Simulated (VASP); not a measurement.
Consider the following.

```
AlTi
1.0
    2.79754     0.00000     0.00000
    0.00000     2.79754     0.00000
    0.00000     0.00000     3.96362
Ti Al
1 1
Direct
  0.00000   0.00000   0.00000
  0.50000   0.50000   0.50000
```

All values below come from PBEsol GGA, VASP's PBE PAW potentials (set 64) (plane waves; VASP). Settings: 480 eV cut-off, 12×12×8 Γ-centred mesh, first-order Methfessel-Paxton smearing of 0.10 eV, potentials Ti_sv Al.

**Question.** Give the stress tensor in GPa (positive for a compressed cell).

**Answer.** 
```
1.67  0.00  0.00
0.00  1.67  0.00
0.00  0.00  2.92
```
The pressure is its mean diagonal, 2.08 GPa.

The compound is TiAl in the L1_0 structure. This cell was strained or had an atom moved on purpose. The electron count is odd and the run is not spin-polarised, which forces a metal.
